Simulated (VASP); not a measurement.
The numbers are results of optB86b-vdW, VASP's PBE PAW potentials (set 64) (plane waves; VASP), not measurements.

The input files of a VASP run:

POSCAR:
```
In
1
   -1.5901041610     1.5901041610     2.4611381478
    1.5901041610    -1.5901041610     2.4611381478
    1.5901041610     1.5901041610    -2.4611381478
In
1
Direct
  0.0000000000   0.0000000000   0.0000000000
```

**INCAR**
```
SYSTEM = In
PREC = Accurate
ENCUT = 520
EDIFF = 1E-7
NELM = 100
ALGO = Normal
LREAL = .FALSE.
LASPH = .TRUE.
ISMEAR = 1
SIGMA = 0.1
GGA = MK
PARAM1 = 0.1234
PARAM2 = 1.0
LUSE_VDW = .TRUE.
AGGAC = 0.0
LMAXMIX = 4
LWAVE = .FALSE.
LCHARG = .FALSE.
ISIF = 4
IBRION = 2
NSW = 30
EDIFFG = -0.01
```

File KPOINTS:
```
Automatic mesh
0
Gamma
16 16 16
0 0 0
```

POTCAR, in this order: In_d (PBE.64 set). Program: vasp_std.

Output

**OSZICAR**
```
       N       E                     dE             d eps       ncg     rms          rms(c)
DAV:   1     0.736342034977E+02    0.73634E+02   -0.65533E+03  7002   0.167E+03
DAV:   2     0.314621708644E+01   -0.70488E+02   -0.69414E+02  7096   0.289E+02
DAV:   3     0.553429812236E+00   -0.25928E+01   -0.25820E+01  8102   0.642E+01
DAV:   4     0.495117627721E+00   -0.58312E-01   -0.58276E-01  8864   0.969E+00
DAV:   5     0.492785521456E+00   -0.23321E-02   -0.23320E-02  8604   0.158E+00    0.234E+00
DAV:   6     0.522268629063E+00    0.29483E-01   -0.56120E-02  8036   0.537E+00    0.114E+00
DAV:   7     0.528113819081E+00    0.58452E-02   -0.16043E-02  8756   0.265E+00    0.284E-01
DAV:   8     0.528589694148E+00    0.47588E-03   -0.88038E-04  7892   0.591E-01    0.354E-02
DAV:   9     0.528586020169E+00   -0.36740E-05   -0.15791E-05  9718   0.611E-02    0.184E-02
DAV:  10     0.528583501432E+00   -0.25187E-05   -0.34453E-06  7506   0.220E-02    0.199E-03
DAV:  11     0.528583428825E+00   -0.72607E-07   -0.62718E-08  5462   0.384E-03
   1 F= 0.52858343E+00 E0= 0.52866338E+00  d E =0.528583E+00
       N       E                     dE             d eps       ncg     rms          rms(c)
DAV:   1     0.527177818004E+00   -0.14057E-02   -0.41989E-02  7990   0.225E+00    0.180E-01
DAV:   2     0.527871445840E+00    0.69363E-03   -0.92055E-04 10098   0.646E-01    0.118E-01
DAV:   3     0.528297453791E+00    0.42601E-03   -0.50063E-04  8556   0.689E-01    0.280E-02
DAV:   4     0.528291699861E+00   -0.57539E-05   -0.68312E-05  7650   0.969E-02    0.337E-02
DAV:   5     0.528291795061E+00    0.95199E-07   -0.20659E-06  9984   0.200E-02    0.148E-02
DAV:   6     0.528291881294E+00    0.86234E-07   -0.19056E-07  7424   0.823E-03
   2 F= 0.52829188E+00 E0= 0.52830453E+00  d E =-.291548E-03
       N       E                     dE             d eps       ncg     rms          rms(c)
DAV:   1     0.517802994122E+00   -0.10489E-01   -0.37722E-01  7972   0.675E+00    0.539E-01
DAV:   2     0.524075873838E+00    0.62729E-02   -0.83228E-03 10048   0.181E+00    0.356E-01
DAV:   3     0.527935891488E+00    0.38600E-02   -0.46636E-03  8484   0.201E+00    0.849E-02
DAV:   4     0.527885065560E+00   -0.50826E-04   -0.60185E-04  7654   0.286E-01    0.102E-01
DAV:   5     0.527885614988E+00    0.54943E-06   -0.18955E-05  9928   0.601E-02    0.460E-02
DAV:   6     0.527886372181E+00    0.75719E-06   -0.18935E-06  7748   0.262E-02    0.154E-02
DAV:   7     0.527886399932E+00    0.27751E-07   -0.11972E-07  4728   0.751E-03
   3 F= 0.52788640E+00 E0= 0.52778686E+00  d E =-.697029E-03
       N       E                     dE             d eps       ncg     rms          rms(c)
DAV:   1     0.527507036294E+00   -0.37934E-03   -0.13597E-02  8028   0.128E+00    0.102E-01
DAV:   2     0.527731003697E+00    0.22397E-03   -0.29829E-04 10070   0.369E-01    0.669E-02
DAV:   3     0.527869693891E+00    0.13869E-03   -0.16385E-04  8494   0.393E-01    0.155E-02
DAV:   4     0.527867646670E+00   -0.20472E-05   -0.22840E-05  7592   0.555E-02    0.192E-02
DAV:   5     0.527867640468E+00   -0.62021E-08   -0.64991E-07  9242   0.109E-02
   4 F= 0.52786764E+00 E0= 0.52776910E+00  d E =-.715788E-03
```

### OUTCAR
```
------------------------ aborting loop because EDIFF is reached ----------------------------------------
  FORCE on cell =-STRESS in cart. coord.  units (eV):
  Direction    XX          YY          ZZ          XY          YZ          ZX
  --------------------------------------------------------------------------------------
  Total        0.4502061      0.4502061      0.4577838      0.0000000     -0.0000000      0.0000000
  in kB       28.9784256     28.9784256     29.4661834      0.0000000     -0.0000000      0.0000000
  external PRESSURE =      29.1410115 kB  Pullay stress =       0.0000000 kB
  volume of cell :       24.89
      direct lattice vectors                 reciprocal lattice vectors
    -1.581938227  1.581938227  2.486612421     0.000000000  0.316067967  0.201076772
     1.581938227 -1.581938227  2.486612421     0.316067967  0.000000000  0.201076772
     1.581938227  1.581938227 -2.486612421     0.316067967  0.316067967  0.000000000
 POSITION                                       TOTAL-FORCE (eV/Angst)
 -----------------------------------------------------------------------------------
      0.00000      0.00000     -0.00000         0.000000      0.000000      0.000000
 -----------------------------------------------------------------------------------
    total drift:                               -0.000000     -0.000000     -0.000000
  FREE ENERGIE OF THE ION-ELECTRON SYSTEM (eV)
  ---------------------------------------------------
  free  energy   TOTEN  =         0.5278676405 eV

  energy  without entropy=        0.5275720078  energy(sigma->0) =        0.52776910

 reached required accuracy - stopping structural energy minimisation
```
(Selected blocks of OUTCAR.)

**CONTCAR**
```
In
   1.00000000000000
    -1.5819382270092770    1.5819382270092770    2.4866124207408049
     1.5819382270092770   -1.5819382270092770    2.4866124207408049
     1.5819382270092770    1.5819382270092770   -2.4866124207408049
  In
     1
Direct
     0.0000000000000000    0.0000000000000000    0.0000000000000000
```

### OUTCAR
```
 val. band max:        7.9789641085   @ k =  -0.3750   0.0625  -0.0000

 cond. band min:       8.0048327712   @ k =  -0.3750   0.3750   0.3750


 Fermi energy:         7.9959099123

 k-point     1 :       0.0000    0.0000    0.0000
  band No.  band energies     occupation
      1      -6.7986      2.00000
      2      -6.6197      2.00000
      3      -6.6197      2.00000
      4      -6.5756      2.00000
      5      -6.4038      2.00000
      6      -1.9150      2.00000
      7      18.8966      0.00000
      8      18.8966      0.00000
      9      19.1356      0.00000
     10      19.8612      0.00000

 k-point     2 :       0.0625   -0.0000    0.0000
  band No.  band energies     occupation
      1      -6.7902      2.00000
      2      -6.6216      2.00000
      3      -6.6129      2.00000
      4      -6.5731      2.00000
      5      -6.4076      2.00000
      6      -1.8259      2.00000
      7      17.8057      0.00000
      8      18.7966      0.00000
      9      18.8055      0.00000
     10      19.7311      0.00000

 k-point     3 :       0.1250   -0.0000    0.0000
  band No.  band energies     occupation
      1      -6.7701      2.00000
      2      -6.6311      2.00000
      3      -6.5951      2.00000
      4      -6.5588      2.00000
      5      -6.4167      2.00000
      6      -1.5565      2.00000
      7      15.6717      0.00000
      8      18.1625      0.00000
      9      18.5897      0.00000
     10      19.7163      0.00000

 k-point     4 :       0.1875   -0.0000    0.0000
  band No.  band energies     occupation
      1      -6.7509      2.00000
      2      -6.6513      2.00000
      3      -6.5746      2.00000
      4      -6.5224      2.00000
      5      -6.4240      2.00000
      6      -1.1025      2.00000
      7      13.4468      0.00000
      8      17.4376      0.00000
      9      18.3453      0.00000
     10      19.7260      0.00000

 k-point     5 :       0.2500   -0.0000    0.0000
...
```

Unless said otherwise, spin-orbit coupling is left out, though it shifts the bands of the heavy elements here.

The compound is In in the bct structure. This cell is one point of a volume scan, at 0.94 of the reference volume. Symmetry was kept, so distortions that lower it aren't found.
